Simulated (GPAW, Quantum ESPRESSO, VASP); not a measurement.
## Code comparison for ScZn₃ (P6_3/mmc, 8 atoms in the cell)

Self-consistent single point, at a second geometry (lattice scaled by 0.98). First geometry:

```
CELL_PARAMETERS angstrom
      5.80685     0.00000     0.00000
     -2.90342     5.02888     0.00000
      0.00000     0.00000     4.28978
ATOMIC_POSITIONS crystal
  Sc 0.33333 0.66667 0.75000
  Sc 0.66667 0.33333 0.25000
  Zn 0.84266 0.68533 0.75000
  Zn 0.15734 0.31467 0.25000
  Zn 0.15734 0.84266 0.25000
  Zn 0.84266 0.15734 0.75000
  Zn 0.31467 0.15734 0.75000
  Zn 0.68533 0.84266 0.25000
```

Shared settings, as Quantum ESPRESSO writes them: occupations = smearing; smearing = fermi-dirac; degauss = 0.0036749 Ry; K_POINTS = automatic 5 5 5 0 0 0. Potentials and cutoffs stand in the table.

| code | model | ΔF from the first geometry (meV/atom) | pressure (GPa) | largest force (eV/Å) | cutoff |
|---|---|---|---|---|---|
| GPAW | LDA (Perdew-Wang 92), GPAW PAW datasets LDA (gpaw-data 1.0.1) | -5.4 | 2.16 | 0.018 | 800 eV |
| VASP | LDA (PZ), VASP's LDA PAW potentials (set 64) | -0.6 | 2.72 | 0.039 | 300 eV |
| Quantum ESPRESSO | LDA (PZ), GBRV 1.5 ultrasoft (LDA) pseudopotentials | -3.3 | 1.94 | 0.039 | 50 Ry |

For Quantum ESPRESSO (by 0.6 GPa) the energy change implies a higher mean pressure, against the two pressures, than for the other programs: a sign of finite-basis (Pulay) stress.

The spread over the programs that give each value: ΔF from the first geometry within 4.8 meV/atom; pressure within 0.78 GPa; largest force within 0.021 eV/Å.

VASP's run is marked for a possible Pulay error in its stress at this cutoff; no cutoff test was made.

The starting cell comes from a database of computed structures (which also holds hypothetical and non-ambient phases and stackings), without a prior relaxation at this level. Its lattice was rescaled by a random factor within 2.5 % of one. For this run, on top of that: lattice scaled by 0.98.

Left out of this page: Ansatz, ABINIT and SIESTA (not drawn, or without a comparable value); FLEUR (with a known weakness of the program).
